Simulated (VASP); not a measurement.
Input:

```
La2O3
1.0
    1.98047    -3.43028     0.00000
    1.98047     3.43028     0.00000
    0.00000     0.00000     6.27983
La O
2 3
Direct
  0.33333   0.66667   0.24862
  0.66667   0.33333   0.75138
  0.00000   0.00000   0.00000
  0.33333   0.66667   0.64516
  0.66667   0.33333   0.35484
```

The numbers are results of RPBE GGA, VASP's PBE PAW potentials (set 64) (plane waves; VASP), not measurements. Numerical set-up: 520 eV cut-off, 7×7×4 Γ-centred mesh, tetrahedra with Blöchl corrections, potentials La O.

The cores are frozen, which limits the accuracy of field gradients.

**Question.** Give the principal components of the electric field gradient (V/Å²) and the asymmetry η at each nucleus.

**Answer.** 
```csv
atom,Vxx,Vyy,Vzz,η
La1,-52.0,-52.0,104.0,0.00
La2,-52.0,-52.0,104.0,0.00
O3,4.4,4.4,-8.7,0.00
O4,-3.5,-3.5,7.1,0.00
O5,-3.5,-3.5,7.1,0.00
```

The compound is La2O3 in the a-type structure. It was relaxed first.
